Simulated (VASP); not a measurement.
# 1 units of SrTiO3 (001), TiO2 faces on Al(100): relaxation and electronic structure

Wanted: how 1 units of SrTiO3 (001), TiO2 faces on Al(100) relaxes, and what it costs to take an electron out.

Calculated with VASP 6.6.1; PBE with D3(BJ), no spin polarisation; plane waves and PAW (Al, Ti, O, Sr_sv).

Most raw output is cut from this account.

### 1. Starting point

The cell holds 16 atoms: 8 Al, 2 Ti, 5 O and 1 Sr. Cell: a = 3.905 Å, b = 3.905 Å, c = 30.160 Å, α = 90.0°, β = 90.0°, γ = 90.0°. Vacuum lies along c.

Coordinates:

```
Al Ti O Sr
1.0
     3.90500    0.00000    0.00000
     0.00000    3.90500    0.00000
     0.00000    0.00000   30.15980
Al Ti O Sr
8 2 5 1
Direct
  0.00000 0.50000 0.29841
  0.50000 0.00000 0.29841
  0.00000 0.00000 0.36754
  0.50000 0.50000 0.36754
  0.00000 0.50000 0.43667
  0.50000 0.00000 0.43667
  0.00000 0.00000 0.50580
  0.50000 0.50000 0.50580
  0.50000 0.00000 0.57211
  0.50000 0.00000 0.70159
  0.00000 0.00000 0.57211
  0.50000 0.50000 0.57211
  0.50000 0.00000 0.63685
  0.00000 0.00000 0.70159
  0.50000 0.50000 0.70159
  0.00000 0.50000 0.63685
```

### 2. Surface relaxation

All atoms relax at the fixed cell.

File INCAR:

```
SYSTEM = SrTi2Al8O5
PREC = Normal
ENCUT = 400
EDIFF = 1E-05
NELM = 120
ISMEAR = -1
SIGMA = 0.1
LREAL = Auto
ALGO = Fast
GGA = PE
IVDW = 12
NBANDS = 52
LORBIT = 11
LWAVE = .FALSE.
LCHARG = .FALSE.
KPAR = 4
IBRION = 2
NSW = 40
ISIF = 2
EDIFFG = -0.03
POTIM = 0.4
MAXMIX = 40
IDIPOL = 3
LDIPOL = .TRUE.
DIPOL = 0.5 0.5 0.519
```

File POSCAR:

```
SrTi2Al8O5
1.0
    3.9050000000      0.0000000000      0.0000000000
    0.0000000000      3.9050000000      0.0000000000
    0.0000000000      0.0000000000     30.1598006161
Al Ti O Sr
8 2 5 1
Direct
    0.0000000000      0.5000000000      0.2984104608
    0.5000000000      0.0000000000      0.2984104608
    0.0000000000      0.0000000000      0.3675400139
    0.5000000000      0.5000000000      0.3675400139
    0.0000000000      0.5000000000      0.4366695671
    0.5000000000      0.0000000000      0.4366695671
    0.0000000000      0.0000000000      0.5057991202
    0.5000000000      0.5000000000      0.5057991202
    0.5000000000      0.0000000000      0.5721125559
    0.5000000000      0.0000000000      0.7015895392
    0.0000000000      0.0000000000      0.5721125559
    0.5000000000      0.5000000000      0.5721125559
    0.5000000000      0.0000000000      0.6368510475
    0.0000000000      0.0000000000      0.7015895392
    0.5000000000      0.5000000000      0.7015895392
    0.0000000000      0.5000000000      0.6368510475
```

File KPOINTS:

```
Automatic mesh
0
Gamma
10 10 1
0 0 0
```

Potentials, in the order of the species: Al, Ti, O and Sr_sv (PBE family, release 64).

Run with:

```sh
> mpirun -np 4 vasp_std
```

Wall time 11 min (4 MPI ranks of AMD EPYC 7R43, shared host); peak memory 1.6 GiB; 43 min of CPU time.

This run has no spin polarisation, so a moment on Ti, if there is one, isn't seen. LASPH is off, so gradient terms of the non-spherical density inside the spheres are left out; for open d or f shells this can shift gaps and moments. The data set Ti keeps the semicore shell frozen, which is cheaper and a little less accurate. The run keeps the 8 symmetry operations of its start, so it cannot find a distortion of lower symmetry.

Relaxation path:

```
step  energy less that of the first step (eV)  largest force (eV/Å)
   1                                   0.0000                1.4984
   2                                  -0.1183                0.9137
   3                                  -0.1197                0.8927
   4                                  -0.1664                0.5873
   5                                  -0.1852                0.6378
   6                                  -0.2052                0.1725
   7                                  -0.2053                0.1689
   8                                  -0.2086                0.0580
   9                                  -0.2091                0.0998
  10                                  -0.2092                0.0859
  11                                  -0.2106                0.0485
  12                                  -0.2110                0.1053
  13                                  -0.2113                0.0772
  14                                  -0.2114                0.0388
  15                                  -0.2114                0.0372
  16                                  -0.2115                0.0222
```

The atoms that moved most (Å):

```
atom     dx     dy      dz  length
Sr16  0.000  0.000   0.187   0.187
 O12  0.000  0.000  -0.089   0.089
 O11  0.000  0.000  -0.089   0.089
 Al5  0.000  0.000   0.067   0.067
Ti10  0.000  0.000  -0.054   0.054
 Al6  0.000  0.000  -0.045   0.045
 Al8  0.000  0.000  -0.014   0.014
 Al7  0.000  0.000  -0.014   0.014
```

The relaxed structure:

```xyz
16
Lattice="3.9050 0.0000 0.0000 0.0000 3.9050 0.0000 0.0000 0.0000 30.1598" Properties=species:S:1:pos:R:3
Al    0.0000    1.9525    9.0068
Al    1.9525    0.0000    9.0028
Al    0.0000    0.0000   11.0938
Al    1.9525    1.9525   11.0938
Al    0.0000    1.9525   13.2368
Al    1.9525    0.0000   13.1245
Al    0.0000    0.0000   15.2412
Al    1.9525    1.9525   15.2412
Ti    1.9525    0.0000   17.2561
Ti    1.9525    0.0000   21.1060
O     0.0000    0.0000   17.1661
O     1.9525    1.9525   17.1661
O     1.9525    0.0000   19.2138
O     0.0000    0.0000   21.1671
O     1.9525    1.9525   21.1671
Sr    0.0000    1.9525   19.3942
```

This step gave:

```
electronic cycles                               : 189
electrons                                       : 72
free energy (TOTEN)                             : -97.8261 eV
energy at zero smearing                         : -97.7462 eV
Fermi energy                                    : 1.014 eV
labelled metallic, from the levels on this mesh : yes
dipole moment                                   : 0, 0, -0.03331 e·Å
```

The run ended after 16 ionic steps, 0.212 eV below its first step, once the forces on the free atoms met EDIFFG = -0.03.

Only the dipole across the slab is computed (IDIPOL = 3); zeros along the plane are no results.

VASP counts the dipole in electrons times Å, so a positive number points the physical dipole along −c.

### 3. Vacuum level and density of states

A static run writes the electrostatic potential without exchange and correlation (LVHAR), which is flat in the vacuum and gives the level to count from. The dipole correction cancels the field that unlike faces would set up across the vacuum.

File INCAR:

```
SYSTEM = SrTi2Al8O5
PREC = Normal
ENCUT = 400
EDIFF = 1E-06
NELM = 120
ISMEAR = -1
SIGMA = 0.1
LREAL = Auto
ALGO = Fast
GGA = PE
IVDW = 12
NBANDS = 72
LORBIT = 11
LWAVE = .FALSE.
LCHARG = .TRUE.
IDIPOL = 3
LDIPOL = .TRUE.
DIPOL = 0.5 0.5 0.519
LVHAR = .TRUE.
LVACPOTAV = .TRUE.
LELF = .TRUE.
NEDOS = 1500
```

File POSCAR:

```
SrTi2Al8O5
1.0
    3.9050000000      0.0000000000      0.0000000000
    0.0000000000      3.9050000000      0.0000000000
    0.0000000000      0.0000000000     30.1598006161
Al Ti O Sr
8 2 5 1
Direct
    0.0000000000      0.5000000000      0.2986363198
    0.5000000000      0.0000000000      0.2985039020
    0.0000000000      0.0000000000      0.3678352357
    0.5000000000      0.5000000000      0.3678352357
    0.0000000000      0.5000000000      0.4388892988
    0.5000000000      0.0000000000      0.4351664117
    0.0000000000      0.0000000000      0.5053467476
    0.5000000000      0.5000000000      0.5053467476
    0.5000000000      0.0000000000      0.5721567622
    0.5000000000      0.0000000000      0.6998067011
    0.0000000000      0.0000000000      0.5691729998
    0.5000000000      0.5000000000      0.5691729998
    0.5000000000      0.0000000000      0.6370670212
    0.0000000000      0.0000000000      0.7018317874
    0.5000000000      0.5000000000      0.7018317874
    0.0000000000      0.5000000000      0.6430467464
```

KPOINTS is that of step 2.

Run with:

```sh
> mpirun -np 4 vasp_std
```

Run time: 3.3 min. Hardware: 4 MPI ranks; peak memory 0.75 GiB; 13 min of CPU time.

This step gave:

```yaml
electronic_cycles: 33
dos_at_the_fermi_level: 4.794 states/eV/cell
dipole_moment: 0, 0, -0.03401 e·Å
vacuum_levels: 4.947, 5.351 eV
work_functions_of_the_upper_and_lower_face: 3.933, 4.337 eV
```

The density of states has structure finer than the step of the table below, so its rows give means over 1 eV, whole bins alone (the curve runs from -12.0 to 7.88 eV). Peaks (eV: height): total -5.8: 10.8, -2.9: 11.0, 2.0: 10.9, 6.7: 12.7; Al s -7.5: 0.514, -6.0: 0.447, 3.0: 0.428, 4.2: 0.435; Al p 4.2: 0.842, 5.1: 0.828, 6.1: 0.889, 7.1: 0.853; Ti s -6.9: 0.296, -5.9: 0.566, 4.1: 0.0729; Ti p -5.6: 0.705, 2.5: 0.240.

Means over bins of 0.098 eV. Density of states against energy, zero at the Fermi level; means over each step; 7 of 9 lines; values in states/eV/cell:

```csv
energy (eV),total,Al s,Al p,Ti s,Ti p,Ti d,O s
-11,0.286,0.0756,0.00315,2.3e-5,3.9e-4,5.1e-4,5.9e-4
-10,0.803,0.200,0.0198,2.2e-4,0.00190,0.00262,0.00235
-9,1.39,0.318,0.0543,0.00130,0.00576,0.00989,0.00615
-8,1.94,0.365,0.0968,0.0152,0.0152,0.0493,0.0120
-7,4.65,0.417,0.171,0.210,0.0700,0.541,0.0192
-6,8.62,0.369,0.243,0.360,0.452,1.46,0.0175
-5,9.53,0.341,0.286,0.126,0.464,1.21,0.0247
-4,6.69,0.256,0.315,0.0387,0.301,0.518,0.0176
-3,9.26,0.356,0.409,0.0264,0.205,0.312,0.0186
-2,4.54,0.291,0.396,0.00340,0.0511,0.101,0.00686
-1,4.02,0.332,0.503,0.0102,0.0417,0.231,0.00825
0,4.89,0.260,0.482,0.0111,0.0382,1.37,0.00808
1,8.67,0.311,0.508,0.0210,0.0561,4.00,0.0191
2,10.2,0.323,0.528,0.0479,0.125,4.97,0.0440
3,6.50,0.353,0.580,0.0292,0.172,1.70,0.0719
4,7.41,0.331,0.698,0.0580,0.136,1.38,0.0954
5,9.70,0.293,0.770,0.0276,0.136,1.12,0.120
6,11.5,0.255,0.780,0.0161,0.0971,0.745,0.129
7,9.79,0.210,0.702,0.0143,0.0632,0.290,0.0479
```

The planar average of the electrostatic potential oscillates, so the rows of the table below give means over windows of 2.11 Å about each position, cut where the curve ends. Its maxima inside the range that stand out by 2 % of the span (Å: eV): 10.1: -1.80, 12.2: -1.83, 14.2: -2.09, 16.4: -1.43, 18.2: -0.770, 20.4: -2.39. Its minima: 9.0: -16.3, 11.1: -16.5, 13.2: -16.4, 15.3: -16.5, 17.2: -9.35, 19.3: -8.09, 21.1: -8.72.

Zero at the Fermi level. Planar average of the electrostatic potential against height; means over each step:

| height (Å) | planar average of the electrostatic potential (eV) |
| --- | --- |
| 1.05 | 4.24 |
| 3.17 | 4.34 |
| 5.28 | 4.33 |
| 7.39 | 2.22 |
| 9.50 | -8.20 |
| 11.61 | -8.33 |
| 13.72 | -8.45 |
| 15.83 | -8.11 |
| 17.94 | -4.38 |
| 20.05 | -5.32 |
| 22.16 | 0.219 |
| 24.27 | 3.92 |
| 26.38 | 3.93 |
| 28.49 | 3.93 |

Density of states in the PAW spheres, an atom over height of the layer and energy from the Fermi level.

Values in states/eV, 22 rows by 11 columns, each cell a mean:
```
0.10 0.08 0.08 0.09 0.06 0.08 1.29 0.02 0.01 0.75 0.02
0.12 0.09 0.11 0.10 0.07 0.07 1.01 0.02 0.01 0.37 0.01
0.12 0.09 0.11 0.08 0.10 0.06 0.63 0.02 0.01 0.16 0.00
0.12 0.10 0.11 0.09 0.10 0.08 0.33 0.03 0.00 0.05 0.00
0.12 0.10 0.10 0.10 0.10 0.07 0.17 0.02 0.01 0.03 0.06
0.10 0.10 0.09 0.09 0.08 0.05 0.08 0.02 0.01 0.02 0.27
0.10 0.10 0.08 0.08 0.08 0.05 0.07 0.02 0.03 0.07 0.53
0.10 0.08 0.07 0.08 0.07 0.12 0.05 0.10 0.05 0.17 0.75
0.12 0.10 0.09 0.09 0.08 0.35 0.10 0.69 0.08 0.32 1.19
0.10 0.10 0.10 0.10 0.07 0.52 0.15 0.87 0.09 0.50 1.43
0.10 0.09 0.08 0.09 0.07 0.70 0.18 0.25 0.05 0.43 0.72
0.07 0.08 0.07 0.07 0.06 0.51 0.18 0.16 0.06 0.65 0.68
0.08 0.07 0.07 0.07 0.06 0.52 0.25 0.44 0.08 0.79 0.66
0.09 0.09 0.09 0.10 0.07 0.57 0.37 1.24 0.15 1.14 0.74
0.07 0.07 0.07 0.08 0.07 0.65 0.54 1.27 0.15 1.31 0.73
0.07 0.06 0.07 0.07 0.07 0.97 1.19 1.27 0.08 1.40 0.54
0.08 0.08 0.09 0.09 0.08 0.84 1.41 1.69 0.06 1.51 0.45
0.07 0.07 0.08 0.07 0.09 0.94 1.10 0.55 0.05 0.32 0.08
0.05 0.05 0.06 0.07 0.10 0.91 1.09 0.16 0.04 0.05 0.01
0.06 0.06 0.06 0.06 0.11 0.65 0.80 0.07 0.02 0.02 0.00
0.07 0.07 0.07 0.07 0.12 0.28 0.31 0.03 0.01 0.01 0.00
0.05 0.06 0.06 0.05 0.08 0.10 0.09 0.01 0.00 0.00 0.00
```
Columns: height of the layer (Å) from 9 to 21.2 (not evenly spaced); rows upwards: energy from the Fermi level (eV) from -7.9 to 0.5.

Valence density in the ca plane at fractional y = 0.000, with atoms of Al and Ti and O within 0.2 Å of it. It is the smooth field of the valence electrons, not physical close to the nuclei.

Values in e/Å³, 6 rows by 16 columns, each cell a mean:
```
0.2 0.2 0.2 0.2 0.2 1.7 2.3 0.1 0.1 1.6 2.3 0.1 0.0 0.0 0.0 0.0
0.2 0.2 0.2 0.2 0.2 0.3 0.4 0.4 0.5 0.3 0.4 0.0 0.0 0.0 0.0 0.0
0.2 0.1 0.1 0.2 0.2 0.5 0.7 2.0 3.6 0.5 0.6 0.0 0.0 0.0 0.0 0.0
0.2 0.2 0.1 0.2 0.2 0.4 0.6 1.4 2.5 0.4 0.5 0.0 0.0 0.0 0.0 0.0
0.2 0.2 0.2 0.2 0.2 0.5 0.6 0.2 0.2 0.5 0.6 0.0 0.0 0.0 0.0 0.0
0.1 0.2 0.1 0.2 0.1 2.3 3.3 0.1 0.1 2.2 3.3 0.1 0.0 0.0 0.0 0.0
```
Columns run along c (16.0 Å, from fractional 0.37 to 0.91 of the cell), rows up along a (3.9 Å). Atoms in or near the plane, at fractional coordinates: Al at (0.44, 0.50), Al at (0.51, 0.00), Ti at (0.57, 0.50), Ti at (0.70, 0.50), O at (0.57, 0.00), O at (0.64, 0.50), O at (0.70, 0.00).

ELF in the ca plane at fractional y = 0.000, with atoms of Al and Ti and O within 0.2 Å of it. It is the smooth field of the valence electrons, not physical close to the nuclei.

Ten even steps from '0' (0.00) to '9' (0.82), each cell a mean:
```
14653335541015897995000038989985200000000000
46765556665444589962122115899864220000000000
66776666656775224311478621244321000000000000
45653235544664100003899971000000000000000000
34530013423454100004975982000000000000000000
34541024433564100004998982000000000000000000
56665456555775211102799941011100000000000000
67766666666664357741255312577642110000000000
25654445652224799983000027999974340000000000
03553234530015985895100048957986300000000000
```
Columns run along c (16.0 Å, from fractional 0.37 to 0.91 of the cell), rows up along a (3.9 Å). Atoms in or near the plane, at fractional coordinates: Al at (0.44, 0.50), Al at (0.51, 0.00), Ti at (0.57, 0.50), Ti at (0.70, 0.50), O at (0.57, 0.00), O at (0.64, 0.50), O at (0.70, 0.00).

Electrostatic potential energy in the ca plane at fractional y = 0.000, with atoms of Al and Ti and O within 0.2 Å of it. With pseudopotentials it is smooth inside the atoms' cores, unlike the true potential.

Values in eV, 6 rows by 16 columns, each cell a mean:
```
-31   1   1 -22 -37 -15 -20   3   3 -12 -18   5   5   5   5   5
 -3  -8  -9  -2  -4  -5  -6   0   0  -4  -5   2   5   5   5   5
  1 -35 -40   1   2  -9 -12 -19 -31 -11 -12  -1   4   5   5   5
  1 -28 -32   1   1  -8 -11 -13 -22 -10 -10   0   4   5   5   5
 -8  -3  -3  -6 -11  -4  -5   2   2  -3  -4   3   5   5   5   5
-38   1   2 -29 -46 -22 -27   3   3 -18 -26   5   5   5   5   5
```
Columns run along c (16.0 Å, from fractional 0.37 to 0.91 of the cell; values clipped at the 3rd and 97th percentile), rows up along a (3.9 Å). Atoms in or near the plane, at fractional coordinates: Al at (0.44, 0.50), Al at (0.51, 0.00), Ti at (0.57, 0.50), Ti at (0.70, 0.50), O at (0.57, 0.00), O at (0.64, 0.50), O at (0.70, 0.00).

The density of states holds every band computed, so its fall toward the upper end of the range is no gap.

The map of layer states is cut here 0.5 eV above the Fermi level, so it leaves out the states above that.

The vacuum level lies 3.93 eV above the Fermi level at the upper face; the two faces differ by 0.40 eV, the step that the slab's dipole of -0.034 e·Å makes.

VASP counts the dipole in electrons times Å, so a positive number points the physical dipole along −c.

The program found no field-free point at its default tolerance, and its printed vacuum level lies off the flat part of the planar average, by -0.01 eV at the upper face; the levels here are read from the flat part.

On this mesh the fine structure of the density of states is sampling noise, and high empty states may be cut by the number of bands.

### 4. The slab in a field, field -0.1

A field across the slab, with the atoms held, gives the electronic response: the dipole changes linearly with the field, and the energy has a linear term from the slab's own dipole and a quadratic one from its polarisability.

File INCAR:

```
SYSTEM = SrTi2Al8O5
PREC = Normal
ENCUT = 400
EDIFF = 1E-06
NELM = 120
ISMEAR = -1
SIGMA = 0.1
LREAL = Auto
ALGO = Fast
GGA = PE
IVDW = 12
NBANDS = 52
LORBIT = 11
LWAVE = .FALSE.
LCHARG = .FALSE.
KPAR = 4
IDIPOL = 3
LDIPOL = .TRUE.
DIPOL = 0.5 0.5 0.519
EFIELD = -0.1
LVHAR = .TRUE.
```

POSCAR is that of step 3.

KPOINTS is that of step 3.

Run with:

```sh
> mpirun -np 4 vasp_std
```

It took 2.7 min on 4 MPI ranks; peak memory 1.4 GiB; 11 min of CPU time.

This step gave:

```
electronic cycles       : 37
free energy (TOTEN)     : -97.8356 eV
energy at zero smearing : -97.7559 eV
Fermi energy            : 0.9599 eV
dipole moment           : 0, 0, -0.1564 e·Å
```

The planar average of the electrostatic potential oscillates, so the rows of the table below give means over windows of 2.11 Å about each position, cut where the curve ends. Its maxima inside the range that stand out by 2 % of the span (Å: eV): 6.1: 4.18, 10.1: -1.80, 12.2: -1.83, 14.2: -2.09, 16.4: -1.43, 18.2: -0.764, 20.4: -2.36. Its minima: 0.9: 3.69, 9.0: -16.3, 11.1: -16.5, 13.2: -16.4, 15.3: -16.5, 17.2: -9.35, 19.3: -8.07, 21.1: -8.70.

Zero at the Fermi level. The planar average of the electrostatic potential by height; means over each step:

```
height (Å)  planar average of the electrostatic potential (eV)
      1.05                                                3.99
      3.17                                                3.92
      5.28                                                4.12
      7.39                                                2.19
      9.50                                               -8.20
     11.61                                               -8.33
     13.72                                               -8.45
     15.83                                               -8.11
     17.94                                               -4.37
     20.05                                               -5.30
     22.16                                               0.285
     24.27                                                4.17
     26.38                                                4.39
     28.49                                                4.60
```

Energy at zero smearing: -97.75587 eV.

### 5. The slab in a field, field 0.1

INCAR: that of step 4 with these lines changed.

```diff
@@ -19,3 +19,3 @@
 DIPOL = 0.5 0.5 0.519
-EFIELD = -0.1
+EFIELD = 0.1
 LVHAR = .TRUE.
```

POSCAR is that of step 4.

KPOINTS is that of step 4.

Run with:

```sh
> mpirun -np 4 vasp_std
```

Run time: 2.4 min. Hardware: 4 MPI ranks; peak memory 1.4 GiB; 9.5 min of CPU time.

This step gave:

| Item | Value |
| --- | --- |
| electronic cycles | 34 |
| free energy (TOTEN) | -97.8288 eV |
| energy at zero smearing | -97.7488 eV |
| Fermi energy | 1.067 eV |
| dipole moment | 0, 0, 0.08863 e·Å |

The planar average of the electrostatic potential oscillates, so the rows of the table below give means over windows of 2.16 Å about each position, cut where the curve ends. Its maxima inside the range that stand out by 2 % of the span (Å: eV): 0.9: 4.98, 10.1: -1.80, 12.2: -1.83, 14.2: -2.09, 16.4: -1.43, 18.2: -0.776, 20.4: -2.40, 23.4: 3.75. Its minima: 9.0: -16.3, 11.1: -16.5, 13.2: -16.4, 15.3: -16.5, 17.2: -9.35, 19.3: -8.10, 21.1: -8.75.

Zero at the Fermi level. Table of planar average of the electrostatic potential by height; means over each step:

height (Å), planar average of the electrostatic potential (eV) and a bar from the least value:
```
     1.08        4.5 #############################
     3.24        4.7 ##############################
     5.40        4.5 #############################
     7.56        1.1 ######################
     9.72       -8.4 #
    11.88       -8.5 #
    14.04       -8.8 
    16.20       -7.5 ###
    18.36       -4.3 ##########
    20.52       -5.2 ########
    22.68        2.7 #########################
    24.84        3.6 ############################
    27.00        3.4 ###########################
    29.16        3.2 ###########################
```

Force by atom:

```
atom  x (eV/Å)  y (eV/Å)  z (eV/Å)    size
 Al1    0.0000    0.0000    0.0059  0.0059
 Al2    0.0000    0.0000    0.0027  0.0027
 Al3    0.0000    0.0000    0.0003  0.0003
 Al4    0.0000    0.0000    0.0003  0.0003
 Al5    0.0000    0.0000   -0.0051  0.0051
 Al6    0.0000    0.0000   -0.0060  0.0060
 Al7    0.0000    0.0000   -0.0073  0.0073
 Al8    0.0000    0.0000   -0.0073  0.0073
 Ti9    0.0000    0.0000   -0.0081  0.0081
Ti10    0.0000    0.0000   -0.0739  0.0739
 O11    0.0000    0.0000    0.0041  0.0041
 O12    0.0000    0.0000    0.0041  0.0041
 O13    0.0000    0.0000    0.0116  0.0116
 O14    0.0000    0.0000    0.0379  0.0379
 O15    0.0000    0.0000    0.0379  0.0379
Sr16    0.0000    0.0000    0.0030  0.0030
```

Energy at zero smearing: -97.74883 eV.

### 6. Putting the energies together

This step: slab, PBE + D3(BJ); plane waves and PAW (VASP 6.6.1).

This step runs nothing: it gathers the runs above.

Numbers from this step:

```yaml
polarisability_per_area_of_the_slab_or_monolayer: 1.157 Å
```

VASP counts both for electrons: a positive EFIELD is a field along -c, and a positive dipole, in electrons times A, points along -c. Field, by row:

| EFIELD (eV/Å) | dipole along z (e Å) | energy change (eV) |
| --- | --- | --- |
| -0.1 | -0.1564 | -0.009649 |
| 0 | -0.03401 | 0 |
| 0.1 | 0.08863 | -0.002606 |

The polarisability is the slope of the dipole against the field, as a volume for each unit of area.

### 7. Results

```
work function of the slab                        : 3.93 eV
polarisability per area of the slab or monolayer : 1.16 Å
```

The work function is 3.93 eV at the upper face and 4.34 eV at the lower. The atom that ends on top (O) moved outwards by 0.01 Å, counted from the mean of all atoms. The cell in the plane was kept as given and was not relaxed here.

[Lines on the potential files, build, host, timing and source positions are cut from VASP's logs without a mark.]

[Logs are printed without paths, hosts, clocks, repeated set-up lines and the standing remarks that a program may print on its own settings, such as how far it seeks lower states.]

[Hosts, paths, dates, database ids (printed as entryN), source tags and the programs' standing remarks are cut or masked in the printed files.]

[In band tables of VASP the shares of atoms and orbitals are scaled to a sum of 1 inside the atoms' spheres.]

[Runs that stopped without an error message from VASP are left out.]
